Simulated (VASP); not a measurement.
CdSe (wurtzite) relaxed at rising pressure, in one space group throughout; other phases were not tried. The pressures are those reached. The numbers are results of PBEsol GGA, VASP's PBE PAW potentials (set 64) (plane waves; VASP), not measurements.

| P (GPa) | V (Å³/atom) | k-mesh |
|---|---|---|
| 0.00 | 28.320 | 6×6×3 |
| 4.97 | 26.151 | 6×6×4 |
| 9.92 | 24.655 | 6×6×4 |
| 19.93 | 22.510 | 7×7×4 |

A change of mesh leaves a small step in the series.

**Question.** Fit an equation of state and predict the volume at 29.99 GPa.

**Answer.** Least squares on the third-order Birch-Murnaghan form, P = (3B0/2)(y⁷ − y⁵)[1 + (3/4)(B′ − 4)(y² − 1)] with y = (V0/V)^(1/3), gives V0 = 28.313 Å³/atom, B0 = 53 GPa and B′ = 4.3, and so 21.022 Å³/atom. The run gave 20.581 Å³/atom, -2.1 % from the fit.

Pressures at which the relaxation failed are left out.

The compound is CdSe in the wurtzite structure.
